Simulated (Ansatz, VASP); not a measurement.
# Ge (Germanium): VASP beside Ansatz

Wanted: the spread between two codes on one cell, functional and k mesh. The cell is taken from a series of runs on this material, whose earlier steps may have relaxed, scaled, displaced or heated it; both programs get it as it stands.

Method: plane waves, with VASP 6.6.1 beside it; zone-centre phonons at LDA, in Ansatz 0.2.0.

## Step 1: The starting structure

It takes space group Fd-3m (No. 227, cubic). Conventional cell: a = 5.621 Å, b = 5.621 Å, c = 5.621 Å, α = 90.00°, β = 90.00°, γ = 90.00°. Nearest to Ge lie 4 Ge at 2.43 Å.

As a file:

```xyz
2
Lattice="0.0000 2.8107 2.8107 2.8107 0.0000 2.8107 2.8107 2.8107 0.0000" Properties=species:S:1:pos:R:3 pbc="T T T"
Ge    2.8107    2.8107    2.8107
Ge    4.2161    4.2161    4.2161
```

## Step 2: VASP: zone-centre phonons, LDA

Second derivatives magnify differences that forces hide, and they need a tight electronic threshold.

Lines of VASP's logs that name or quote its potential files are left out, and so is its time.

The input, INCAR:

```
SYSTEM = Ge
PREC = Accurate
ENCUT = 500
EDIFF = 1E-08
NELM = 120
ISMEAR = -1
SIGMA = 0.03
LREAL = .FALSE.
ALGO = Normal
GGA = CA
NELECT = 28.008882
NBANDS = 20
LORBIT = 11
LWAVE = .FALSE.
LCHARG = .FALSE.
ISIF = 2
IBRION = 8
LASPH = .TRUE.
GGA_COMPAT = .FALSE.
KPAR = 2
```

The input, POSCAR:

```
Ge
1.0
    0.0000000000      2.8107112928      2.8107112928
    2.8107112928      0.0000000000      2.8107112928
    2.8107112928      2.8107112928      0.0000000000
Ge
2
Direct
    0.5000000000      0.5000000000      0.5000000000
    0.7500000000      0.7500000000      0.7500000000
```

The input, KPOINTS:

```
Automatic mesh
0
Gamma
24 24 24
0 0 0
```

PAW data sets: Ge_d (LDA family, release 64).

Started as:

```console
mpirun -np 2 vasp_std
```

Numbers of over 12 decimals in the logs are rounded to 6 here.

Output:

```text
[banner, memory and clock lines left out]
running    2 mpi-ranks, on    1 nodes
 distrk:  each k-point on    1 cores,    2 groups
 distr:  one band on    1 cores,    1 groups

 POSCAR found type information on POSCAR Ge
 POSCAR found :  1 types and       2 ions
 LDA part: xc-table for (Slater(with rela. corr.)+CA(PZ))
 , standard interpolation
 POSCAR, INCAR and KPOINTS ok, starting setup
 FFT: planning ... GRIDC
 FFT: planning ... GRID_SOFT
 FFT: planning ... GRID
 WAVECAR not read
 entering main loop
       N       E                     dE             d eps       ncg     rms          rms(c)
DAV:   1     0.182119168460E+03    0.18212E+03   -0.14695E+04 17728   0.371E+03
DAV:   2     0.145849787709E+02   -0.16753E+03   -0.16313E+03 16548   0.580E+02
DAV:   3    -0.976285618093E+01   -0.24348E+02   -0.24165E+02 18592   0.143E+02
DAV:   4    -0.105186927424E+02   -0.75584E+00   -0.75531E+00 18624   0.296E+01
DAV:   5    -0.105308696177E+02   -0.12177E-01   -0.12177E-01 18428   0.407E+00BRMIX: very serious problems
 the old and the new charge density differ
 old charge density:    28.00000 new   28.00889
BRMIX: very serious problems
 the old and the new charge density differ
 old charge density:    28.00000 new   28.00889
    0.337E+00
DAV:   6    -0.104069233598E+02    0.12395E+00   -0.40487E-02 18412   0.165E+00    0.193E+00
DAV:   7    -0.103455021967E+02    0.61421E-01   -0.79423E-02 17320   0.210E+00    0.141E-01
DAV:   8    -0.103462057136E+02   -0.70352E-03   -0.56673E-03 18680   0.862E-01    0.423E-02
DAV:   9    -0.103462344231E+02   -0.28710E-04   -0.91697E-05 20252   0.111E-01    0.133E-02
DAV:  10    -0.103462311146E+02    0.33085E-05   -0.96913E-06 22360   0.455E-02    0.412E-03
DAV:  11    -0.103462308847E+02    0.22986E-06   -0.10995E-06 17920   0.781E-03    0.195E-03
DAV:  12    -0.103462309052E+02   -0.20508E-07   -0.51686E-08 18564   0.315E-03    0.363E-04
DAV:  13    -0.103462309057E+02   -0.49386E-09   -0.35440E-09 11404   0.742E-04
   1 F= -.10346231E+02 E0= -.10346076E+02  d E =-.309824E-03
 Linear response reoptimize wavefunctions to high precision
DAV:   1    -0.103462309057E+02   -0.81855E-11   -0.10259E-09 11040   0.529E-04
DAV:   2    -0.103462309058E+02   -0.37289E-10   -0.30390E-10  9628   0.204E-04
 Linear response DOF=           1
 Linear response progress:
  Degree of freedom:   1/  1
       N       E                     dE             d eps       ncg     rms          rms(c)
RMM:   1    -0.188086312546E+00   -0.18809E+00    0.85633E+00 95577   0.450E+01
RMM:   2    -0.195587416046E+00   -0.75011E-02   -0.13704E-02127336   0.111E+00    0.748E-02
RMM:   3    -0.195653701484E+00   -0.66285E-04   -0.95442E-04135086   0.319E-01    0.430E-02
RMM:   4    -0.195608827617E+00    0.44874E-04   -0.66578E-05143917   0.817E-02    0.475E-03
RMM:   5    -0.195615302408E+00   -0.64748E-05   -0.23667E-06138896   0.188E-02    0.235E-03
RMM:   6    -0.195626172437E+00   -0.10870E-04   -0.20626E-07140713   0.513E-03    0.318E-04
RMM:   7    -0.195625414289E+00    0.75815E-06    0.67006E-08144505   0.168E-03    0.200E-04
RMM:   8    -0.195624955559E+00    0.45873E-06    0.12528E-09146247   0.586E-04    0.401E-05
RMM:   9    -0.195624796148E+00    0.15941E-06   -0.42802E-09146404   0.262E-04    0.163E-05
RMM:  10    -0.195624895318E+00   -0.99170E-07   -0.17157E-08147244   0.122E-04    0.515E-06
RMM:  11    -0.195624907366E+00   -0.12048E-07   -0.18925E-08149264   0.687E-05    0.257E-06
RMM:  12    -0.195624925040E+00   -0.17674E-07   -0.17182E-08155112   0.445E-05    0.152E-06
RMM:  13    -0.195624940796E+00   -0.15756E-07   -0.10565E-08156013   0.344E-05    0.170E-07
RMM:  14    -0.195624939233E+00    0.15631E-08   -0.49703E-09132050   0.288E-05    0.199E-07
 first order change of Fermi-energy   0.37316E-04
 force on displaced ion       1 direction 1 : -11.486  -0.000  -0.000
 Linear response finished
```

From OUTCAR (step 2):

```text
NELECT = 28.008882

 ion  position               nearest neighbor table
   1  0.500  0.500  0.500-   2 2.43   2 2.43   2 2.43   2 2.43
   2  0.750  0.750  0.750-   1 2.43   1 2.43   1 2.43   1 2.43

  LATTYP: Found a face centered cubic cell.
 ALAT       =     5.6214225856

 Subroutine GETGRP returns: Found 48 space group operations
 (whereof 24 operations were pure point group operations)

The static configuration has the point symmetry T_d .
 The point group associated with its full space group is O_h .

 Found    413 irreducible k-points:

   k-points           NKPTS =    413   k-points in BZ     NKDIM =    413   number of bands    NBANDS=     20

   dimension x,y,z NGX =    30 NGY =   30 NGZ =   30
   dimension x,y,z NGXF=    60 NGYF=   60 NGZF=   60

   ENCUT  =  500.0 eV  36.75 Ry    6.06 a.u.   7.25  7.25  7.25*2*pi/ulx,y,z

 k-points in reciprocal lattice and weights: Automatic mesh
   0.00000000  0.00000000  0.00000000       0.000
   0.04166667  0.00000000  0.00000000       0.001
   0.08333333  0.00000000  0.00000000       0.001
   0.12500000  0.00000000  0.00000000       0.001
   0.16666667  0.00000000  0.00000000       0.001
   0.20833333  0.00000000  0.00000000       0.001
   0.25000000  0.00000000  0.00000000       0.001
   0.29166667  0.00000000  0.00000000       0.001
   0.33333333  0.00000000  0.00000000       0.001
[...]
-0.29166667  0.50000000  0.20833333       0.001
  -0.25000000  0.50000000  0.25000000       0.000

 average (electrostatic) potential at core
       1 -75.2346       2 -75.2346

  Total        0.1412753      0.1412753      0.1412753      0.0000000     -0.0000000      0.0000000
  in kB        5.0968057      5.0968057      5.0968057      0.0000000     -0.0000000      0.0000000
  external PRESSURE =       5.0968057 kB  Pullay stress =       0.0000000 kB

  energy-cutoff  :      500.00
  volume of cell :       44.41
      direct lattice vectors                 reciprocal lattice vectors
     0.000000000  2.810711293  2.810711293    -0.177890914  0.177890914  0.177890914
     2.810711293  0.000000000  2.810711293     0.177890914 -0.177890914  0.177890914
     2.810711293  2.810711293  0.000000000     0.177890914  0.177890914 -0.177890914

 POSITION                                       TOTAL-FORCE (eV/Angst)
 -----------------------------------------------------------------------------------
      2.81071      2.81071      2.81071        -0.000000     -0.000000      0.000000
      4.21607      4.21607      4.21607         0.000000      0.000000      0.000000
 -----------------------------------------------------------------------------------
    total drift:                                0.000000     -0.000000      0.000000

 Eigenvectors and eigenvalues of the dynamical matrix
 ----------------------------------------------------

   1 f  =    8.793180 THz    55.249181 2PiTHz  293.308922 cm-1    36.365655 meV
             X         Y         Z           dx          dy          dz
      2.810711  2.810711  2.810711     0.000000   -0.707107    0.000000
      4.216067  4.216067  4.216067     0.000000    0.707107    0.000000

   2 f  =    8.793180 THz    55.249181 2PiTHz  293.308922 cm-1    36.365655 meV
             X         Y         Z           dx          dy          dz
      2.810711  2.810711  2.810711    -0.707107    0.000000    0.000000
      4.216067  4.216067  4.216067     0.707107    0.000000    0.000000

   3 f  =    8.793180 THz    55.249181 2PiTHz  293.308922 cm-1    36.365655 meV
             X         Y         Z           dx          dy          dz
      2.810711  2.810711  2.810711     0.000000    0.000000   -0.707107
      4.216067  4.216067  4.216067     0.000000    0.000000    0.707107

   4 f  =    0.000000 THz     0.000000 2PiTHz    0.000000 cm-1     0.000000 meV
             X         Y         Z           dx          dy          dz
      2.810711  2.810711  2.810711     0.707107    0.000000    0.000000
      4.216067  4.216067  4.216067     0.707107    0.000000    0.000000

   5 f  =    0.000000 THz     0.000000 2PiTHz    0.000000 cm-1     0.000000 meV
             X         Y         Z           dx          dy          dz
      2.810711  2.810711  2.810711     0.000000    0.707107    0.000000
      4.216067  4.216067  4.216067     0.000000    0.707107    0.000000

   6 f  =    0.000000 THz     0.000000 2PiTHz    0.000000 cm-1     0.000000 meV
             X         Y         Z           dx          dy          dz
      2.810711  2.810711  2.810711     0.000000    0.000000    0.707107
      4.216067  4.216067  4.216067     0.000000    0.000000    0.707107

 ELASTIC MODULI CONTR FROM IONIC RELAXATION (kBar)
 Direction    XX          YY          ZZ          XY          YZ          ZX
 --------------------------------------------------------------------------------
 XX          -0.0000      0.0000      0.0000      0.0000      0.0000      0.0000
 YY           0.0000     -0.0000      0.0000      0.0000      0.0000      0.0000
 ZZ           0.0000      0.0000     -0.0000      0.0000      0.0000      0.0000
 XY           0.0000      0.0000      0.0000   -240.5088     -0.0000     -0.0000
 YZ           0.0000      0.0000      0.0000     -0.0000   -240.5088     -0.0000
 ZX           0.0000      0.0000      0.0000     -0.0000     -0.0000   -240.5088
 --------------------------------------------------------------------------------
```

The cell is charged against a uniform background.

## Step 3: Ansatz: zone-centre phonons, LDA

Ansatz runs on its PAW soft_1 files.

The same cell, functional (in two slightly different forms), mesh and smearing now go to Ansatz, which takes its cutoff from its data sets.

The input, input.yaml:

```yaml
crystal:
  lattice:
    - [0.0, 2.8107112928, 2.8107112928]
    - [2.8107112928, 0.0, 2.8107112928]
    - [2.8107112928, 2.8107112928, 0.0]
  atoms:
    - { symbol: Ge, position: [0.5, 0.5, 0.5] }
    - { symbol: Ge, position: [0.75, 0.75, 0.75] }
total_charge: -0.008882
kpoints:
  mp_grid: { grid: [24, 24, 24] }
hamiltonian:
  xc: lda
  pseudopotentials: { kind: paw, azcp: { folder: soft_1 }, xc_functional: pbe }
scf:
  occupations: { method: fermi_dirac, width: 0.03 }
output:
  eigenvalues: true
phonons:
  method: dfpt
```

Started as:

```console
ansatz run input.yaml --threads 8 --pin off --max-ram 16384MiB --backend cpu --events-out ev --progress --plain --runs-dir out
```

Output:

```text
zone centre: on kpoints.mp_grid the ground state, and the responses unless they are solved on pairs of k-points, stand on 1063 of the mesh's 13824 k-points, reduced under 8 symmetry operations, with k and −k counted as one. Each operation leaves every solved displacement unchanged or reverses it
Engine: ansatz 0.2.0, x86_64-unknown-linux-gnu
Pseudopotentials: kind: paw
Pseudopotential: Ge, paw, valence charge 14, recommended cutoff 420 eV (normal), soft_1/Ge.paw.azcp
Functional definition: SPW92
  exchange = slater_x
  correlation = pw_c
Crystal: 2 atoms, lattice volume = 44.410 Å³
Basis set: ecut = 420 eV, 893 PW (Γ), exchange–correlation on 64×64×64 points (8 copies of the dense FFT grid, shifted against one another)
Bands: 19, of which v1, the nominal top of the filled ones, is band 14 counted from 1 (13 counted from 0)
Symmetry: 48 space group operations
k-points: 1063 of 13824 (irreducible under 8 space group operations, time reversal used)
Non-local potential: Ge, projectors of the file, l = 0: 2, l = 1: 2, l = 2: 3, l = 3: 1
PAW form: soft (Blöchl's): semilocal exchange-correlation on the pseudo side does not see the compensation charge
PAW frozen core: Ge, regenerated for the run's functional, and the local potential with it (the file was generated under x = pbe(κ = 0.804, μ = 0.219515), c = pbe(β = 0.066725))
PAW one-centre angular grid: Ge, 590 points (default); XC on 64 Gauss nodes
Initial density: superposition of atomic densities (chi_scale 0.1, normalization cell)
Initial wavefunctions: pseudopotential atomic-orbital guess
Functional: x = slater, c = lda
SCF iter   1: F=—  HF=-8431.510735 eV  |F-HF|=—  |Δ(HF+E_count)|=         —  Δρ=3.53e-2  dr2=5.06e-1  ethr=3.10e-3  ⟨swp⟩=6.0  Hψ=100723  notcnv=0
preconditioner: auto → Kerker (q_TF=auto, 2.527 Å⁻¹)  [metal: Δε(μ)=0.024 eV  Ē_g=24.361 eV  σ=0.030 eV  W_gap=0.19  n_scr=14 (ndim 8)  ℏωp=29.5 eV  f_vac=0.000  D(μ)=0.11/eV (n_scr^D=0)]
SCF iter   2: F=—  HF=-8431.448481 eV  |F-HF|=—  |Δ(HF+E_count)|=   6.23e-2  Δρ=2.30e-2  dr2=2.49e-1  ethr=1.81e-3  ⟨swp⟩=2.0  Hψ=33014  notcnv=0  defer=825
SCF iter   3: F=—  HF=-8431.379513 eV  |F-HF|=—  |Δ(HF+E_count)|=   6.90e-2  Δρ=3.82e-3  dr2=1.18e-2  ethr=8.90e-4  ⟨swp⟩=2.2  Hψ=28002  notcnv=0  defer=863
SCF iter   4: F=—  HF=-8431.377929 eV  |F-HF|=—  |Δ(HF+E_count)|=   1.58e-3  Δρ=2.34e-3  dr2=3.34e-3  ethr=4.21e-5  ⟨swp⟩=2.0  Hψ=38640  notcnv=0  defer=863
SCF iter   5: F=—  HF=-8431.377576 eV  |F-HF|=—  |Δ(HF+E_count)|=   3.52e-4  Δρ=7.09e-4  dr2=1.29e-4  ethr=1.19e-5  ⟨swp⟩=2.0  Hψ=38668  notcnv=0  defer=863
SCF iter   6: F=—  HF=-8431.377540 eV  |F-HF|=—  |Δ(HF+E_count)|=   3.62e-5  Δρ=1.09e-4  dr2=3.32e-6  ethr=4.61e-7  ⟨swp⟩=2.0  Hψ=32991  notcnv=0  defer=863
SCF iter   7: F=—  HF=-8431.377545 eV  |F-HF|=—  |Δ(HF+E_count)|=   4.31e-6  Δρ=3.07e-5  dr2=2.66e-7  ethr=1.19e-8  ⟨swp⟩=2.0  Hψ=34234  notcnv=0  defer=863
SCF iter   8: F=—  HF=-8431.377545 eV  |F-HF|=—  |Δ(HF+E_count)|=   1.94e-7  Δρ=5.84e-6  dr2=1.16e-8  ethr=9.50e-10  ⟨swp⟩=2.0  Hψ=33860  notcnv=0  defer=863
SCF iter   9: F=—  HF=-8431.377545 eV  |F-HF|=—  |Δ(HF+E_count)|=   2.02e-8  Δρ=9.57e-7  dr2=3.24e-10  ethr=4.15e-11  ⟨swp⟩=3.0  Hψ=34744  notcnv=0  defer=863
SCF iter  10: F=-8431.377545 eV  HF=-8431.377545 eV  |F-HF|=0.00e0  |Δ(HF+E_count)|=  6.48e-10  Δρ=9.37e-8  dr2=2.92e-12  ethr=1.00e-12  ⟨swp⟩=8.4  Hψ=107919  notcnv=0
SCF 1 converged in 10 iterations: F = -8431.377545 eV  dr2 = 2.92e-12
  greatest PAW one-centre occupation: 0.998 electrons in one spin orbital (limit 2), on the Ge atom at site 1 (counted from 0), in its partial waves of l = 2
DFPT response loops at Γ: preconditioner auto → Kerker (q_TF=auto, 2.527 Å⁻¹) (partly filled bands, converged f_vac=0.053); β = 1.00, the filter's whole step (`scf.mixing.beta` (0.50) is not read by the response loops under this deck's `scf.mixing.preconditioner`; to damp them name `kerker` or `kerker_dos`, under which they read `scf.mixing.beta`, and type it under 1.00, their step now; both keys bind the ground state too); Broyden in place of MSR1
SCF converged after 10 iterations
Free energy (F): -8431.377545 eV
Harris-Foulkes:  -8431.377545 eV  (|F-HF|=0.00e0)
Internal energy: -8431.377240 eV  (E = F + TS)
E sigma→0 (E₀):  -8431.377393 eV
Entropy (-TS):   -0.000305 eV (-0.152 meV/atom)
Fermi energy:    8.840557 eV
--- Per-component energies (eV) ---
  E_band       = -304.892745
  E_kinetic    = 187.285248
  E_local      = -4483.569056  (includes V_loc(G=0)·N_el)
  E_nonlocal   = 442.064922
  E_hartree    = 2135.915727
  E_xc         = -143.309789
  E_vxc        = -131.872911  (∫ρ·V_xc dr)
  E_paw        = -3869.047691  (= ΣΔE_a)
  E_vpaw       = -590.632470  (= ΣTr[D̂ρ^β])
  E_aug_tail   = 0.000030  (compensation charges beyond the density's cutoff)
  E_ewald      = -2704.533285
  E_core_change = 3.816653  (= ΣΔE_core)
  E_smearing   = -0.000305  (= −TS)
  E_closure    = 0.000000  (closes the sum)
  E_deformation_potential = -0.127909  (in the stress; not in F)
  Σ components = -8431.377545   (vs F -8431.377545, Δ=0.00e0)
--- Band table (eV; the first three rows and the last of 1063) ---
  k-point 0: bands = [... 10 lower, -4.4762, 8.4776, 8.4855, 8.4855, 8.4855, 11.0205, 11.0205, 11.0205, ... 1 higher]
  k-point 1: bands = [... 10 lower, -4.4546, 7.7284, 8.4389, 8.4389, 9.0891, 11.0821, 11.0821, 11.1047, ... 1 higher]
  k-point 2: bands = [... 10 lower, -4.3899, 6.9151, 8.3138, 8.3138, 9.4269, 11.2485, 11.2485, 11.4140, ... 1 higher]
  k-point 1062: bands = [... 10 lower, -0.4226, -0.4226, 4.4761, 4.4761, 12.8029, 12.8029, 13.1453, 13.1453, ... 1 higher]
--- Phonons (Γ-DFPT): 1 representative perturbation + reference, on 1063 of 13824 k-points (Σ response iterations 3) ---
  k mesh reduced under 8 symmetry operations, with k and −k counted as one. Each operation leaves every solved displacement unchanged or reverses it
  ASR residual: 1.384e-5 → 0.000e0 eV/Å²; symmetrization residual: 2.202e-12 eV/Å²
  ASR residual per site (eV/Å²): 1.38e-5 1.38e-5
  Γ frequencies (cm⁻¹): 0.00 0.00 0.00 291.35 291.35 291.35
  non-analytic LO–TO correction: not included (Born effective charges unavailable; polar crystals: no LO–TO splitting at Γ)
```

## Step 4: Differences

Known differences besides the potentials themselves: the two LDA forms differ slightly; the cutoff is 420 eV in Ansatz and 500 eV in VASP; VASP's log shows a relativistic correction to its local exchange, Ansatz's none. Total energies have different zeros and are not compared.

The two programs side by side:

| quantity | Ansatz | VASP | difference |
| --- | --- | --- | --- |
| optical mode 1 to 3 (cm⁻¹) | 291.4 | 293.3 | -0.67 % |

Modes are paired by rising frequency, not by their patterns, so a pair may set unlike modes beside each other; they are those without the splitting of longitudinal modes. The cell carries a charge of -0.008882 e against a uniform background, so its pressure also hangs on how the neutralising background is counted, and in a defect's cell a gap may be the spacing between its levels.

## Step 5: Outcome

* r.m.s. difference of the optical zone-centre modes, each program's sorted by frequency (zone-centre phonons, LDA): 2.0 cm⁻¹
* difference in optical mode 1 to 3 (zone-centre phonons, LDA): -0.7 %

**Reading.** The r.m.s. difference of the optical zone-centre modes, each program's sorted by frequency is 2.0 cm⁻¹ (zone-centre phonons, LDA). Among the rows given in per cent, the largest difference of the zone-centre phonons, LDA pair is in optical mode 1 to 3, -0.7 %. How closely two codes agree says nothing of how well the functional describes the real material.

[Lines on the potential files, build, host, timing and source positions are cut from VASP's logs without a mark.]

[Logs are printed without paths, hosts, clocks, repeated set-up lines and the standing remarks that a program may print on its own settings, such as how far it seeks lower states.]

[Hosts, paths, dates, database ids (printed as entryN), source tags and the programs' standing remarks are cut or masked in the printed files.]
